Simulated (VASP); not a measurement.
An input for Quantum ESPRESSO's pw.x (written as the equivalent of a VASP run, and not itself run):

```
&CONTROL
  calculation = 'vc-relax'
  pseudo_dir = './pseudo'
  outdir = './out'
  tprnfor = .true.
  tstress = .true.
  nstep = 40
  forc_conv_thr = 0.00078
/
&SYSTEM
  ibrav = 0
  nat = 2
  ntyp = 1
  ecutwfc = 78
  occupations = 'smearing'
  smearing = 'methfessel-paxton'
  degauss = 0.00735
  input_dft = 'pz'
/
&ELECTRONS
  conv_thr = 7.3e-08
  electron_maxstep = 100
/
&IONS
/
&CELL
/
ATOMIC_SPECIES
  Ge 72.630 Ge.upf
CELL_PARAMETERS angstrom
     0.0000000    2.8110809    2.8110809
     2.8110809    0.0000000    2.8110809
     2.8110809    2.8110809   -0.0000000
ATOMIC_POSITIONS crystal
  Ge   0.0000000  0.0000000  0.0000000
  Ge   0.2500000  0.2500000  0.2500000
K_POINTS automatic
  11 11 11 0 0 0
```

Problem. Write the VASP files for the same calculation (LDA).

Solution. Several could match; the one computed here: 
**POSCAR**
```
Ge
1
    0.0000000000     2.8110809123     2.8110809123
    2.8110809123     0.0000000000     2.8110809123
    2.8110809123     2.8110809123    -0.0000000000
Ge
2
Direct
  0.0000000000   0.0000000000   0.0000000000
  0.2500000000   0.2500000000   0.2500000000
```

File KPOINTS:
```
Automatic mesh
0
G
 11 11 11
0 0 0
```

**INCAR**
```
SYSTEM=Ge
PREC=Accurate; ENCUT=500; LREAL=.False.
LASPH=.True.
EDIFF=1E-6; NELM=100; ALGO=Normal
LMAXMIX=4
ISMEAR=1; SIGMA=0.1
IBRION=2; NSW=40; ISIF=3
EDIFFG=-0.02
LWAVE=.False.; LCHARG=.False.
```

POTCAR, in this order: Ge_d (LDA.64 set). Program: vasp_std.

The two are equivalent in intent, not identical: the potentials are each code's own (VASP's PAW set, PseudoDojo norm-conserving files in pw.x), so ENCUT and ecutwfc are chosen apart and not converted; conv_thr bounds pw.x's estimated SCF error, while EDIFF bounds the energy change between steps; forc_conv_thr acts on force components and is met together with etot_conv_thr.

The compound is Ge in the diamond structure. It was relaxed first.
